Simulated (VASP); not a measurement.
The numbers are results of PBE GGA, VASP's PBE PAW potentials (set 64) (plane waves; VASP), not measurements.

VASP ran on this input.

POSCAR:
```
ZrC
1
    0.0000000000     2.4016778886     2.4016778886
    2.4016778886     0.0000000000     2.4016778886
    2.4016778886     2.4016778886     0.0000000000
Zr C
1 1
Direct
  0.0000000000   0.0000000000   0.0000000000
  0.5000000000   0.5000000000   0.5000000000
```

**KPOINTS**
```
Automatic mesh
0
Gamma
13 13 13
0 0 0
```

INCAR:
```
LWAVE  =  .FALSE.
PREC  =  Accurate
ALGO  =  Normal
EDIFF  =  1E-7   # SCF stop (eV)
LCHARG  =  .FALSE.
LASPH  =  .TRUE.   # aspherical one-centre terms
SYSTEM  =  ZrC
ENCUT  =  520   # plane-wave cut-off (eV)
NELM  =  100   # most electronic steps
ISIF  =  2   # forces and stress, cell fixed
GGA  =  PE
ISMEAR  =  1   # Methfessel-Paxton
LMAXMIX  =  4   # l cut-off of mixed one-centre charges
LREAL  =  .FALSE.   # projection in real space or not
SIGMA  =  0.1
```

POTCAR, in this order: Zr_sv C (PBE.64 set). Program: vasp_std.

Output

**OUTCAR**
```
 ion  position               nearest neighbor table
   1  0.000  0.000  0.000-   2 2.40   2 2.40   2 2.40   2 2.40   2 2.40   2 2.40
   2  0.500  0.500  0.500-   1 2.40   1 2.40   1 2.40   1 2.40   1 2.40   1 2.40
  LATTYP: Found a face centered cubic cell.
 ALAT       =     4.8033557772
 Subroutine PRICEL returns:
 Original cell was already a primitive cell.
 Subroutine GETGRP returns: Found 48 space group operations
The static configuration has the point symmetry O_h .
The dynamic configuration has the point symmetry O_h .
 Subroutine INISYM returns: Found 48 space group operations
 Subroutine IBZKPT returns following result:
 Found     84 irreducible k-points:

 Following reciprocal coordinates:
            Coordinates               Weight
  0.000000  0.000000  0.000000      1.000000
  0.076923  0.000000  0.000000      8.000000
  0.153846  0.000000  0.000000      8.000000
  0.230769  0.000000  0.000000      8.000000
  0.307692  0.000000  0.000000      8.000000
  0.384615  0.000000  0.000000      8.000000
  0.461538  0.000000  0.000000      8.000000
  0.076923  0.076923  0.000000      6.000000
  0.153846  0.076923  0.000000     24.000000
...
```

File OSZICAR:
```
       N       E                     dE             d eps       ncg     rms          rms(c)
DAV:   1     0.110269495015E+03    0.11027E+03   -0.88784E+03  2016   0.133E+03
DAV:   2    -0.170002534880E+02   -0.12727E+03   -0.11930E+03  2360   0.329E+02
DAV:   3    -0.227390700371E+02   -0.57388E+01   -0.55844E+01  2948   0.636E+01
DAV:   4    -0.229614074395E+02   -0.22234E+00   -0.22221E+00  2680   0.120E+01
DAV:   5    -0.229670306411E+02   -0.56232E-02   -0.56229E-02  2848   0.163E+00    0.187E+01
DAV:   6    -0.195959368360E+02    0.33711E+01   -0.17975E+01  2292   0.283E+01    0.697E+00
DAV:   7    -0.194201161810E+02    0.17582E+00   -0.95893E-01  2412   0.757E+00    0.507E+00
DAV:   8    -0.194065551519E+02    0.13561E-01   -0.16391E-01  2172   0.377E+00    0.122E+00
DAV:   9    -0.194029130802E+02    0.36421E-02   -0.30612E-02  2548   0.120E+00    0.435E-01
DAV:  10    -0.194032824966E+02   -0.36942E-03   -0.20630E-03  2336   0.577E-01    0.300E-01
DAV:  11    -0.194030953189E+02    0.18718E-03   -0.73229E-04  2252   0.215E-01    0.177E-02
DAV:  12    -0.194030947778E+02    0.54111E-06   -0.13006E-05  2924   0.378E-02    0.104E-02
DAV:  13    -0.194030943943E+02    0.38348E-06   -0.63152E-07  2436   0.693E-03    0.102E-03
DAV:  14    -0.194030944110E+02   -0.16713E-07   -0.18974E-08  1328   0.139E-03
   1 F= -.19403094E+02 E0= -.19403032E+02  d E =-.185855E-03
```

### OUTCAR
```
------------------------ aborting loop because EDIFF is reached ----------------------------------------
  FORCE on cell =-STRESS in cart. coord.  units (eV):
  Direction    XX          YY          ZZ          XY          YZ          ZX
  --------------------------------------------------------------------------------------
  Total       -1.9942538     -1.9942538     -1.9942538      0.0000000      0.0000000     -0.0000000
  in kB     -115.3232119   -115.3232119   -115.3232119      0.0000000      0.0000000     -0.0000000
  external PRESSURE =    -115.3232119 kB  Pullay stress =       0.0000000 kB
  volume of cell :       27.71
      direct lattice vectors                 reciprocal lattice vectors
     0.000000000  2.401677889  2.401677889    -0.208187785  0.208187785  0.208187785
     2.401677889  0.000000000  2.401677889     0.208187785 -0.208187785  0.208187785
     2.401677889  2.401677889  0.000000000     0.208187785  0.208187785 -0.208187785
 POSITION                                       TOTAL-FORCE (eV/Angst)
 -----------------------------------------------------------------------------------
      0.00000      0.00000      0.00000        -0.000000     -0.000000     -0.000000
      2.40168      2.40168      2.40168         0.000000      0.000000      0.000000
 -----------------------------------------------------------------------------------
    total drift:                                0.000000      0.000000      0.000000
  FREE ENERGIE OF THE ION-ELECTRON SYSTEM (eV)
  ---------------------------------------------------
  free  energy   TOTEN  =       -19.4030944110 eV

  energy  without entropy=      -19.4029085561  energy(sigma->0) =      -19.40303246
```
(Selected blocks of OUTCAR.)

OUTCAR:
```
 val. band max:        8.8885850855   @ k =   0.0769   0.0000   0.0000

 cond. band min:       8.9282303813   @ k =   0.3846   0.3077   0.0000


 Fermi energy:         8.9179535856

 k-point     1 :       0.0000    0.0000    0.0000
  band No.  band energies     occupation
      1     -39.4808      2.00000
      2     -17.2269      2.00000
      3     -17.2269      2.00000
      4     -17.2269      2.00000
      5      -2.1883      2.00000
      6       9.8016     -0.00000
      7       9.8016     -0.00000
      8       9.8016     -0.00000
      9       9.9468     -0.00000
     10       9.9468     -0.00000
     11       9.9468     -0.00000
     12      11.5053      0.00000

 k-point     2 :       0.0769    0.0000    0.0000
  band No.  band energies     occupation
      1     -39.4765      2.00000
      2     -17.2677      2.00000
      3     -17.2307      2.00000
      4     -17.2307      2.00000
      5      -2.0678      2.00000
      6       8.8886      1.47410
      7       9.1188     -0.01556
      8       9.1188     -0.01556
      9      10.1979     -0.00000
     10      10.1979     -0.00000
     11      10.5545     -0.00000
     12      12.1927      0.00000

 k-point     3 :       0.1538    0.0000    0.0000
  band No.  band energies     occupation
      1     -39.4647      2.00000
      2     -17.3791      2.00000
      3     -17.2410      2.00000
      4     -17.2410      2.00000
      5      -1.7230      2.00000
      6       7.7294      2.00000
      7       8.2194      2.00000
      8       8.2194      2.00000
      9      10.5735     -0.00000
     10      10.5735     -0.00000
     11      10.9905      0.00000
     12      13.4617      0.00000

 k-point     4 :       0.2308    0.0000    0.0000
  band No.  band energies     occupation
      1     -39.4480      2.00000
      2     -17.5321      2.00000
      3     -17.2556      2.00000
      4     -17.2556      2.00000
      5      -1.2008      2.00000
      6       6.5449      2.00000
...
```

The compound is ZrC in the rock salt structure. This cell is one point of a volume scan, at 1.06 of the reference volume.
